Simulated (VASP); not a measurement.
```
CELL_PARAMETERS angstrom
      3.59589     0.00000     0.00000
      0.00000     3.64954     0.00000
      0.00000     0.00000     3.58843
ATOMIC_POSITIONS crystal
  Fe 0.00000 0.00000 0.00000
  Ni 0.00000 0.50000 0.50000
  Ni 0.50000 0.00000 0.50000
  Ni 0.52491 0.50000 0.00000
```
Starting moments (μB, in the order of the record's atoms Fe Ni Ni Ni): 3.0 0.7 0.7 0.7.

All values below come from PBE GGA, VASP's PBE PAW potentials (set 64) (plane waves; VASP). Numerical set-up: 250 eV cut-off, 8×8×8 Γ-centred mesh, first-order Methfessel-Paxton smearing of 0.10 eV, potentials Fe Ni.

At this cut-off the stress carries a Pulay error, which pulls relaxed volumes low.

What does the run give for the cell moment, energy per atom (σ→0), pressure, largest force, band gap (on the k-mesh) with the smallest direct gap where there is one?

```yaml
band gap (on the k-mesh): none (metal, semimetal or under 0.01 eV)
cell_moment: 4.93 μB
energy per atom (σ→0): -6.191 eV/atom
pressure: -21.35 GPa
largest_force: 0.567 eV/Å
```

Give the moment on each site (PAW-sphere projection).

```
site  moment (μB)
----  -----------
Fe1          2.99
Ni2          0.67
Ni3          0.68
Ni4          0.67
```

The compound is Ni3Fe in the L1_2 structure. The cell was not relaxed at this level, atoms are displaced from their ideal sites. The run is one of a series of settings (ENCUT = 250 against the base run), some of them coarse on purpose.
